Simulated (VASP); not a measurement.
The system is TaTl.

```
Ta Tl
1.0
     3.62212    0.00000    0.00000
     0.00000    3.62212    0.00000
     0.00000    0.00000    3.62212
Ta Tl
1 1
Direct
  0.00000 0.00000 0.00000
  0.50000 0.50000 0.50000
```

The cell was built by a generator and needn't be a form met in nature.

| Property | Result |
| --- | --- |
| Program | VASP 6.6.1 |
| Task | relaxation of cell and atoms |
| Functional | PBE |
| Potentials or basis | VASP PAW PBE potentials, release 64 (Ta_pv, Tl_d) |
| Cutoff | 600 eV |
| k mesh | 7 × 7 × 7 |
| Occupations | methfessel-paxton, width 0.1 eV |
| Spin | no spin polarisation |

At the start: pressure -13.7 GPa; volume 23.76 Å³/atom.

Problem. How do energy, volume and symmetry change on relaxing?

Solution. Over 7 steps the energy falls by 176.6 meV/atom and the volume is 20.28 Å³/atom (-14.6 %); space group Pm-3m (No. 221, to 0.05 Å).

The path:
```
step  energy change (eV)  largest force (eV/Å)  pressure (GPa)  volume (Å³)
   1              0.0000                0.0000          -13.66        47.52
   2              0.0796                0.0000           28.39        34.91
   3             -0.3529                0.0000           -0.52        40.74
   4             -0.3532                0.0000           -0.12        40.61
   5             -0.3531                0.0000            0.31        40.48
   6             -0.3531                0.0000           -0.35        40.68
   7             -0.3532                0.0000            0.01        40.57
```

Final structure:
```
CELL_PARAMETERS angstrom
3.43606 0.00000 0.00000
0.00000 3.43606 0.00000
0.00000 0.00000 3.43606
ATOMIC_POSITIONS crystal
Ta 0.00000 0.00000 0.00000
Tl 0.50000 0.50000 0.50000
```
